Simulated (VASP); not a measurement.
VASP input:

KPOINTS:
```
kpoints
0
G
 11 11 11
0 0 0
```

### POSCAR
```
CuZn
1
    2.8910000000     0.0000000000     0.0000000000
    0.0000000000     2.8910000000     0.0000000000
    0.0000000000     0.0000000000     2.8910000000
Zn Cu
1 1
Direct
  0.5000000000   0.5000000000   0.5000000000
  0.0000000000   0.0000000000   0.0000000000
```

INCAR:
```
LASPH  =  .TRUE.
ISMEAR  =  0
SYSTEM  =  CuZn
NELM  =  100   ! most electronic steps
LCHARG  =  .FALSE.
ALGO  =  Normal   ! blocked Davidson
EDIFF  =  1E-6
LREAL  =  .FALSE.
ISIF  =  2
GGA  =  PE   ! PBE
LWAVE  =  .FALSE.
LMAXMIX  =  4
ENCUT  =  300   ! plane-wave cut-off (eV)
SIGMA  =  0.05   ! width (eV)
PREC  =  Accurate
```

POTCAR, in this order: Zn Cu (PBE.64 set). Program: vasp_std.

Write an equivalent input for Quantum ESPRESSO's pw.x.

One equivalent input (not run):
```
&CONTROL
  calculation = 'scf'
  pseudo_dir = './pseudo'
  outdir = './out'
  tprnfor = .true.
  tstress = .true.
/
&SYSTEM
  ibrav = 0
  nat = 2
  ntyp = 2
  ecutwfc = 92
  occupations = 'smearing'
  smearing = 'gaussian'
  degauss = 0.003675
  input_dft = 'pbe'
/
&ELECTRONS
  conv_thr = 7.3e-08
  electron_maxstep = 100
/
ATOMIC_SPECIES
  Zn 65.380 Zn.upf
  Cu 63.546 Cu.upf
CELL_PARAMETERS angstrom
     2.8910000    0.0000000    0.0000000
     0.0000000    2.8910000    0.0000000
     0.0000000    0.0000000    2.8910000
ATOMIC_POSITIONS crystal
  Zn   0.5000000  0.5000000  0.5000000
  Cu   0.0000000  0.0000000  0.0000000
K_POINTS automatic
  11 11 11 0 0 0
```
The two are equivalent in intent, not identical: the potentials are each code's own (VASP's PAW set, PseudoDojo norm-conserving files in pw.x), so ENCUT and ecutwfc are chosen apart and not converted; conv_thr bounds pw.x's estimated SCF error, while EDIFF bounds the energy change between steps.

The structure is a typed CuZn crystal (Pm-3m). The cell was not relaxed at this level, and its volume differs by -5.9 % from the start's.
